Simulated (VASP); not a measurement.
These are LDA (Ceperley-Alder, Perdew-Zunger), VASP's LDA PAW potentials (set 64) (plane waves; VASP 6.6.1) values and carry that method's errors.

VASP ran on this input.

POSCAR:
```
CdSe
1.0
  0.0000000000   2.8870713620   2.8870713620
  2.8870713620   0.0000000000   2.8870713620
  2.8870713620   2.8870713620   0.0000000000
Cd Se
1 1
Cart
  0.0000000000   0.0000000000   0.0000000000
  1.4435356810   1.4435356810   1.4435356810
```

### INCAR
```
SYSTEM = CdSe
PREC = Accurate
ENCUT = 500
EDIFF = 1E-6
NELM = 100
ALGO = Normal
LREAL = .FALSE.
LASPH = .TRUE.
ISMEAR = 0
SIGMA = 0.05
LMAXMIX = 4
LWAVE = .FALSE.
LCHARG = .FALSE.
IBRION = 2
ISIF = 3
NSW = 40
EDIFFG = -0.02
PSTRESS = 100
```

File KPOINTS:
```
Regular mesh
0
Gamma
  8 8 8
0 0 0
```

POTCAR, in this order: Cd Se (LDA.64 set). Program: vasp_std.

The run wrote:

OSZICAR:
```
       N       E                     dE             d eps       ncg     rms          rms(c)
DAV:   1     0.109254009306E+03    0.10925E+03   -0.90582E+03   778   0.123E+03
DAV:   2    -0.266796232825E+01   -0.11192E+03   -0.10744E+03   869   0.297E+02
DAV:   3    -0.694249285188E+01   -0.42745E+01   -0.42657E+01   889   0.602E+01
DAV:   4    -0.696263444754E+01   -0.20142E-01   -0.20140E-01   844   0.416E+00
DAV:   5    -0.696274910965E+01   -0.11466E-03   -0.11466E-03   844   0.276E-01    0.933E+00
DAV:   6    -0.661757294992E+01    0.34518E+00   -0.63373E-01  1077   0.126E+01    0.679E+00
DAV:   7    -0.658557618721E+01    0.31997E-01   -0.18198E-01   814   0.355E+00    0.245E+00
DAV:   8    -0.658281568492E+01    0.27605E-02   -0.21763E-02   799   0.236E+00    0.264E-01
DAV:   9    -0.658247655819E+01    0.33913E-03   -0.24658E-03   834   0.843E-01    0.741E-02
DAV:  10    -0.658245162763E+01    0.24931E-04   -0.17650E-04   849   0.222E-01    0.297E-02
DAV:  11    -0.658245489091E+01   -0.32633E-05   -0.17580E-05   779   0.430E-02    0.935E-03
DAV:  12    -0.658245448192E+01    0.40899E-06   -0.33849E-06   704   0.318E-02
   1 F= -.35785095E+01 E0= -.35785095E+01  d E =-.357851E+01
```

OUTCAR:
```
------------------------ aborting loop because EDIFF is reached ----------------------------------------
  FORCE on cell =-STRESS in cart. coord.  units (eV):
  Direction    XX          YY          ZZ          XY          YZ          ZX
  --------------------------------------------------------------------------------------
  Total        2.9880260      2.9880260      2.9880260      0.0000000      0.0000000      0.0000000
  in kB       99.4700663     99.4700663     99.4700663      0.0000000      0.0000000      0.0000000
  external PRESSURE =      -0.5299337 kB  Pullay stress =     100.0000000 kB
  volume of cell :       48.13
      direct lattice vectors                 reciprocal lattice vectors
     0.000000000  2.887071362  2.887071362    -0.173185882  0.173185882  0.173185882
     2.887071362  0.000000000  2.887071362     0.173185882 -0.173185882  0.173185882
     2.887071362  2.887071362  0.000000000     0.173185882  0.173185882 -0.173185882
  FREE ENERGIE OF THE ION-ELECTRON SYSTEM (eV)
  ---------------------------------------------------
  free  energy   TOTEN  =        -6.5824544819 eV

  energy  without entropy=       -6.5824544819  energy(sigma->0) =       -6.58245448
  enthalpy is  TOTEN    =        -3.5785095310 eV   P V=        3.0039449509

 reached required accuracy - stopping structural energy minimisation
```
(Selected blocks of OUTCAR.)

**OUTCAR**
```
 val. band max:        2.2361567878   @ k =   0.0000   0.0000   0.0000

 cond. band min:       2.9125319333   @ k =   0.0000   0.0000   0.0000


 Fermi energy:         2.5146385202

 k-point     1 :       0.0000    0.0000    0.0000
  band No.  band energies     occupation
      1     -11.4326      2.00000
      2      -6.4135      2.00000
      3      -6.4135      2.00000
      4      -6.4135      2.00000
      5      -5.8378      2.00000
      6      -5.8378      2.00000
      7       2.2362      2.00000
      8       2.2362      2.00000
      9       2.2362      2.00000
     10       2.9125      0.00000
     11       7.9844      0.00000
     12       7.9844      0.00000
     13       7.9844      0.00000

 k-point     2 :       0.1250    0.0000    0.0000
  band No.  band energies     occupation
      1     -11.3558      2.00000
      2      -6.3876      2.00000
      3      -6.3876      2.00000
      4      -6.3621      2.00000
      5      -5.8399      2.00000
      6      -5.8399      2.00000
      7       0.8339      2.00000
      8       2.0611      2.00000
      9       2.0611      2.00000
     10       3.9690      0.00000
     11       7.8328      0.00000
     12       8.2378      0.00000
     13       8.2378      0.00000

 k-point     3 :       0.2500    0.0000    0.0000
  band No.  band energies     occupation
      1     -11.1670      2.00000
      2      -6.3310      2.00000
      3      -6.3310      2.00000
      4      -6.1625      2.00000
      5      -5.8361      2.00000
      6      -5.8361      2.00000
      7      -0.9400      2.00000
      8       1.6828      2.00000
      9       1.6828      2.00000
     10       4.5948      0.00000
     11       8.2683      0.00000
     12       8.6083      0.00000
     13       8.6083      0.00000

 k-point     4 :       0.3750    0.0000    0.0000
  band No.  band energies     occupation
      1     -10.9750      2.00000
      2      -6.2869      2.00000
      3      -6.2869      2.00000
...
```

The compound is CdSe in the zinc blende structure, whereas wurtzite is the usual form. It was relaxed first under an external pressure of 10 GPa.
